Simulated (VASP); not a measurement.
Data:

```xyz
3
Lattice="0.0000 3.0054 3.0054 3.0054 0.0000 3.0054 3.0054 3.0054 0.0000" Properties=species:S:1:pos:R:3 pbc="T T T"
Al     1.5027     1.5027     1.5027
Al     4.5081     4.5081     4.5081
Au     0.0000     0.0000     0.0000
```

Level of theory: vdW-DF-cx, VASP's PBE PAW potentials (set 64) (plane waves; VASP). Settings: 520 eV cut-off, Gaussian smearing of 0.050 eV, potentials Al Au.

Task: Give the energies of bands 1 to 11 at the high-symmetry points, in eV from the Fermi level.

Result: 
| band | Γ | X | U | L | W |
|---|---|---|---|---|---|
| 1 | -10.48 | -7.24 | -7.33 | -8.44 | -6.97 |
| 2 | -6.55 | -7.04 | -6.72 | -6.39 | -6.97 |
| 3 | -6.55 | -6.15 | -6.53 | -6.31 | -6.27 |
| 4 | -6.55 | -5.75 | -5.86 | -6.31 | -6.21 |
| 5 | -5.59 | -5.75 | -5.55 | -5.48 | -5.75 |
| 6 | -5.59 | -5.29 | -5.50 | -5.48 | -5.17 |
| 7 | 2.35 | -5.00 | -4.56 | -5.42 | -3.97 |
| 8 | 2.95 | -2.07 | -3.35 | 0.39 | -3.97 |
| 9 | 2.95 | -2.07 | -1.33 | 0.39 | -2.16 |
| 10 | 2.95 | 1.33 | 1.88 | 3.33 | 4.17 |
| 11 | 3.94 | 2.08 | 4.38 | 3.62 | 4.17 |

It has no gap at this level: it comes out as a metal or semimetal.

The compound is AuAl2 in the fluorite structure. It was relaxed first. The electron count is odd and the run is not spin-polarised, which forces a metal.
